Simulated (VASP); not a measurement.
Given:

```yaml
crystal:
  lattice:
    - [1.36346, -2.36159, 0.00000]
    - [1.36346, 2.36159, 0.00000]
    - [0.00000, 0.00000, 4.29561]
  atoms:
    - { symbol: Ru, position: [0.33333, 0.66667, 0.25000] }
    - { symbol: Ru, position: [0.66667, 0.33333, 0.75000] }
```

The numbers are results of PW91 GGA, VASP's PBE PAW potentials (set 64) (plane waves; VASP), not measurements. Run with 520 eV cut-off, Gaussian smearing of 0.050 eV, potentials Ru_pv.

Question: Give the energies of bands 7 to 17 at the high-symmetry points, in eV from the Fermi level.

Answer: 
| band | Γ | M | K | A | L | H |
|---|---|---|---|---|---|---|
| 7 | -7.82 | -5.99 | -5.44 | -5.91 | -5.89 | -4.58 |
| 8 | -6.05 | -5.35 | -4.22 | -5.91 | -5.89 | -4.58 |
| 9 | -2.54 | -5.24 | -4.22 | -2.71 | -4.40 | -3.99 |
| 10 | -2.54 | -2.97 | -3.67 | -2.71 | -4.40 | -3.99 |
| 11 | -2.33 | -2.00 | -2.76 | -2.71 | -1.05 | -2.64 |
| 12 | -1.87 | -1.74 | -2.76 | -2.71 | -1.05 | -2.64 |
| 13 | -1.87 | -1.47 | -1.04 | -2.61 | 0.45 | -1.16 |
| 14 | -1.40 | 1.34 | 0.98 | -2.61 | 0.45 | -1.16 |
| 15 | -1.40 | 1.75 | 0.98 | 0.51 | 1.59 | 1.17 |
| 16 | 1.14 | 1.86 | 1.42 | 0.51 | 1.59 | 1.17 |
| 17 | 1.14 | 3.97 | 6.90 | 0.51 | 3.35 | 8.29 |

It has no gap at this level: it comes out as a metal or semimetal.

The compound is Ru in the hcp structure. It was relaxed first.
